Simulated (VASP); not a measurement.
## Rh under a change of volume

How do stress and energy of Rh follow a change of volume?

Main program and level: VASP 6.6.1; PBEsol; plane waves and PAW (Rh_pv), in the first sound run; inputs show where later runs differ.

### Step 1. The structure

It takes space group Fm-3m (No. 225, cubic). Conventional cell: a = 3.800 Å, b = 3.800 Å, c = 3.800 Å, α = 90.00°, β = 90.00°, γ = 90.00°. Nearest to Rh lie 12 Rh at 2.69 Å.

Structure file:

```cif
data_structure
_symmetry_space_group_name_H-M 'Fm-3m'
_symmetry_Int_Tables_number 225
_cell_length_a 3.8000
_cell_length_b 3.8000
_cell_length_c 3.8000
_cell_angle_alpha 90.000
_cell_angle_beta 90.000
_cell_angle_gamma 90.000
_cell_volume 54.87
loop_
_atom_site_label
_atom_site_type_symbol
_atom_site_symmetry_multiplicity
_atom_site_Wyckoff_symbol
_atom_site_fract_x
_atom_site_fract_y
_atom_site_fract_z
_atom_site_occupancy
Rh1 Rh 4 a 0.00000 0.00000 0.00000 1
```

### Step 2. Relax the crystal, PBEsol

The series starts from the cell that this level prefers, so that zero strain is near zero stress.

This step took 2 runs in a row; the last is shown.

Level: PBEsol; plane waves and PAW (Rh_pv).

Input file INCAR:

```
SYSTEM = Rh
PREC = Accurate
ENCUT = 450
EDIFF = 1E-07
NELM = 120
ISMEAR = 1
SIGMA = 0.15
LREAL = .FALSE.
ALGO = Normal
GGA = PS
NBANDS = 13
LASPH = .TRUE.
LORBIT = 11
LWAVE = .FALSE.
LCHARG = .FALSE.
KPAR = 8
IBRION = 2
NSW = 40
ISIF = 3
EDIFFG = -0.005
POTIM = 0.4
```

Input file POSCAR:

```
Rh
1.0
    0.0000000000      1.8895210944      1.8895210944
    1.8895210944      0.0000000000      1.8895210944
    1.8895210944      1.8895210944      0.0000000000
Rh
1
Direct
    0.0000000000      0.0000000000      0.0000000000
```

Input file KPOINTS:

```
Automatic mesh
0
Gamma
27 27 27
0 0 0
```

The projector-augmented-wave data sets are Rh_pv (PBE family, release 64).

The run is started by

```console
> mpirun -np 8 vasp_std
```

Log:

```text
[banner, memory and clock lines left out]
running    8 mpi-ranks, on    1 nodes
[...]
|                                                                             |
|           W    W    AA    RRRRR   N    N  II  N    N   GGGG   !!!           |
|           W    W   A  A   R    R  NN   N  II  NN   N  G    G  !!!           |
|           W    W  A    A  R    R  N N  N  II  N N  N  G       !!!           |
|           W WW W  AAAAAA  RRRRR   N  N N  II  N  N N  G  GGG   !            |
|           WW  WW  A    A  R   R   N   NN  II  N   NN  G    G                |
|           W    W  A    A  R    R  N    N  II  N    N   GGGG   !!!           |
|                                                                             |
|     For optimal performance we recommend to set                             |
|       NCORE = 2 up to number-of-cores-per-socket                            |
|     NCORE specifies how many cores store one orbital (NPAR=cpu/NCORE).      |
|     This setting can greatly improve the performance of VASP for DFT.       |
[...]
DAV:   2    -0.813822036743E+01    0.17098E-03   -0.34208E-04 14975   0.260E-01    0.158E-02
DAV:   3    -0.813821964988E+01    0.71755E-06   -0.44605E-06 16635   0.266E-02    0.892E-03
DAV:   4    -0.813822133093E+01   -0.16811E-05   -0.11474E-06 15315   0.127E-02    0.662E-04
DAV:   5    -0.813822126197E+01    0.68964E-07   -0.22623E-08 11080   0.219E-03
   2 F= -.81382213E+01 E0= -.81385719E+01  d E =0.153408E-05
 trial-energy change:    0.000002  1 .order    0.000002   -0.000005    0.000009
 step:   0.4060(harm=  0.3516)  dis= 0.00000  next Energy=    -8.138224 (dE=-0.102E-05)
[...]
N       E                     dE             d eps       ncg     rms          rms(c)
DAV:   1    -0.813828421845E+01   -0.62888E-04   -0.79073E-04 14980   0.423E-01    0.564E-02
DAV:   2    -0.813822544124E+01    0.58777E-04   -0.12065E-04 14925   0.154E-01    0.946E-03
DAV:   3    -0.813822445900E+01    0.98224E-06   -0.15669E-06 16445   0.158E-02    0.531E-03
DAV:   4    -0.813822378520E+01    0.67380E-06   -0.40327E-07 15340   0.750E-03    0.390E-04
DAV:   5    -0.813822381805E+01   -0.32851E-07   -0.78620E-09  8615   0.129E-03
   3 F= -.81382238E+01 E0= -.81385744E+01  d E =-.102200E-05
[...]
reached required accuracy - stopping structural energy minimisation
```

Elapsed: 10 s, on 8 MPI ranks of Intel Xeon 6975P-C (Granite Rapids), shared host; peak memory 1.4 GiB; 63 s of CPU time.

Lines that name or quote the potential files are left out of all logs, and their timing lines are given in words.

OUTCAR, selected parts (step 2):

```text
  Total        0.0009489      0.0009489      0.0009489      0.0000000      0.0000000      0.0000000
  in kB        0.1127167      0.1127167      0.1127167      0.0000000      0.0000000      0.0000000
  external PRESSURE =       0.1127167 kB  Pullay stress =       0.0000000 kB

 POSITION                                       TOTAL-FORCE (eV/Angst)
 -----------------------------------------------------------------------------------
      0.00000      0.00000      0.00000         0.000000      0.000000     -0.000000
 -----------------------------------------------------------------------------------
    total drift:                                0.000000     -0.000000     -0.000000

  FREE ENERGIE OF THE ION-ELECTRON SYSTEM (eV)
  ---------------------------------------------------
  free  energy   TOTEN  =        -8.1382238181 eV

  energy  without entropy=       -8.1392757055  energy(sigma->0) =       -8.13857445

 reached required accuracy - stopping structural energy minimisation

[... 3 further parts left out ...]
[key lines of the parts left out:]
E-fermi :  12.1087
```

Numbers from this step:

- energy(sigma→0) of the program: -8.1386 eV
- stress, compression positive: xx, yy, zz 0.01, 0.01, 0.01 GPa
- volume: 13.488 Å³
- ionic steps: 3

### Step 3. Relax at fixed volume, PBEsol

One member in full: the volume is scaled by 1.02, and the cell is held.

Level: PBEsol; plane waves and PAW (Rh_pv).

Changes to INCAR since step 2:

```diff
@@ -15,7 +15,8 @@
 LCHARG = .FALSE.
-KPAR = 8
+KPAR = 2
 IBRION = 2
 NSW = 40
-ISIF = 3
-EDIFFG = -0.005
+ISIF = 2
+EDIFFG = -0.004
 POTIM = 0.4
+MAXMIX = 40
```

Input file POSCAR:

```
Rh
1.0
    0.0000000000      1.9018416014      1.9018416014
    1.9018416014      0.0000000000      1.9018416014
    1.9018416014      1.9018416014      0.0000000000
Rh
1
Direct
    0.0000000000      0.0000000000      0.0000000000
```

KPOINTS is that of step 2.

The run is started by

```console
> mpirun -np 2 vasp_std
```

Log:

```text
[banner, memory and clock lines left out]
running    2 mpi-ranks, on    1 nodes
[...]
[... a notice as in an earlier step ...]

 LDA part: xc-table for (Slater+PW92), standard interpolation
 POSCAR, INCAR and KPOINTS ok, starting setup
[...]
entering main loop
       N       E                     dE             d eps       ncg     rms          rms(c)
DAV:   1     0.108134706564E+03    0.10813E+03   -0.82608E+03 14648   0.111E+03
DAV:   2    -0.738764154623E+01   -0.11552E+03   -0.11047E+03 15620   0.334E+02
DAV:   3    -0.876546378838E+01   -0.13778E+01   -0.13749E+01 17285   0.407E+01
DAV:   4    -0.877192458043E+01   -0.64608E-02   -0.64597E-02 16735   0.288E+00
[...]
DAV:  10    -0.813383907818E+01   -0.35561E-05   -0.11335E-05 17080   0.419E-02    0.704E-03
DAV:  11    -0.813383961484E+01   -0.53666E-06   -0.10756E-06 17045   0.116E-02    0.453E-04
DAV:  12    -0.813383953625E+01    0.78592E-07   -0.58547E-09 12680   0.105E-03
   1 F= -.81338395E+01 E0= -.81341875E+01  d E =-.813384E+01
[...]
reached required accuracy - stopping structural energy minimisation
```

It took 19 s on 2 MPI ranks; peak memory 0.35 GiB.

From OUTCAR (step 3):

```text
  Total       -0.4787737     -0.4787737     -0.4787737      0.0000000      0.0000000      0.0000000
  in kB      -55.7555131    -55.7555131    -55.7555131      0.0000000      0.0000000      0.0000000
  external PRESSURE =     -55.7555131 kB  Pullay stress =       0.0000000 kB

 POSITION                                       TOTAL-FORCE (eV/Angst)
 -----------------------------------------------------------------------------------
      0.00000      0.00000      0.00000         0.000000      0.000000     -0.000000
 -----------------------------------------------------------------------------------
    total drift:                                0.000000      0.000000      0.000000

  FREE ENERGIE OF THE ION-ELECTRON SYSTEM (eV)
  ---------------------------------------------------
  free  energy   TOTEN  =        -8.1338395363 eV

  energy  without entropy=       -8.1348835409  energy(sigma->0) =       -8.13418754

[... 2 parts as in an earlier step ...]

[... 2 further parts left out ...]
[key lines of the parts left out:]
E-fermi :  11.7405
```

This run gave:

* energy(sigma→0) of the program: -8.1342 eV
* stress, compression positive: xx, yy, zz -5.58, -5.58, -5.58 GPa
* ionic steps: 1

### Step 4. All members

The other members went through these steps as far as the tables show, with the same cutoff and, step by step, the same mesh; 9 runs are not shown. The session took 0.14 core hours (wall time by ranks) on a shared machine.

| volume over the relaxed volume | volume (Å³/atom) | pressure (GPa) | energy above the unstrained row, extrapolated to no smearing (meV/atom) |
| --- | --- | --- | --- |
| 0.940 | 12.679 | 21.526 | 52.371 |
| 0.960 | 12.949 | ? | ? |
| 0.980 | 13.218 | 6.332 | 5.652 |
| 0.990 | 13.353 | 3.071 | 1.492 |
| 1 | 13.488 | 0.013 | 0.000 |
| 1.010 | 13.623 | -2.865 | 1.018 |
| 1.020 | 13.758 | -5.576 | 4.383 |
| 1.040 | 14.028 | -10.517 | 17.622 |
| 1.060 | 14.297 | -14.876 | 38.682 |

### Step 5. Stress from the known rows

Fitting a cubic to the 8 known rows (u: logarithm of the volume ratio) gives pressure = − 907.7 u³ + 764.0 u² − 297.0 u + 0.01216 in GPa; the residuals are 0.0020 GPa r.m.s.

For the withheld row, u = -0.04082, the fit gives 13.469 GPa.

### Step 6. The withheld row

The calculation gives 13.469 GPa, so the prediction is right to the last digit shown.

A cubic of the pressure in ln(V/V₀) through all rows has the slope −B at V₀: B = 297 GPa, and its curvature gives B′ = 5.1.

### Step 7. Summary of results

| Quantity | Value |
| --- | --- |
| error of the predicted pressure | 0.000 GPa |
| bulk modulus | 297 GPa |

In words: The slope of the energy gives 0.25 GPa at the relaxed volume where the pressure column has 0.01 GPa, a mark of the finite basis or of the smearing. These are static values: temperature and zero-point motion are left out. In a metal the slopes also depend on mesh and smearing, which were held through the series.

[Lines on the potential files, build, host, timing and source positions are cut from VASP's logs without a mark.]

[Logs are printed without paths, hosts, clocks, repeated set-up lines and the standing remarks that a program may print on its own settings, such as how far it seeks lower states.]

[Hosts, paths, dates, database ids (printed as entryN), source tags and the programs' standing remarks are cut or masked in the printed files.]

[In band tables of VASP the shares of atoms and orbitals are scaled to a sum of 1 inside the atoms' spheres.]
